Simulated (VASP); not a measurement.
Given:

```yaml
crystal:
  lattice:
    - [1.91695, -3.32026, 0.00000]
    - [1.91695, 3.32026, 0.00000]
    - [0.00000, 0.00000, 6.89552]
  atoms:
    - { symbol: Sn, position: [0.00000, 0.00000, 0.00000] }
    - { symbol: Se, position: [0.33333, 0.66667, 0.23132] }
    - { symbol: Se, position: [0.66667, 0.33333, 0.76868] }
```

Level of theory: PBE GGA, VASP's PBE PAW potentials (set 64) (plane waves; VASP 6.6.1). Run with 480 eV cut-off, 6×6×4 Γ-centred mesh, Gaussian smearing of 0.050 eV, potentials Sn_d Se.

Without a dispersion term in the relaxation, distances and binding between the weakly bound layers, chains or molecules are unreliable, and so is what depends on them.

Problem. Give the force on each atom (eV/Å).

Solution. 
```json
[
 {"atom": "Sn1", "Fx": "0.000", "Fy": "0.000", "Fz": "0.000"},
 {"atom": "Se2", "Fx": "0.000", "Fy": "0.000", "Fz": "0.109"},
 {"atom": "Se3", "Fx": "0.000", "Fy": "0.000", "Fz": "-0.109"}
]
```

Problem. Give the stress tensor in GPa (positive for a compressed cell).

Solution. 
```
1.51  0.00  0.00
0.00  1.51  0.00
0.00  0.00  0.72
```
The pressure is its mean diagonal, 1.24 GPa.

The compound is SnSe2 in the 1T layered structure. This cell was strained or had an atom moved on purpose.
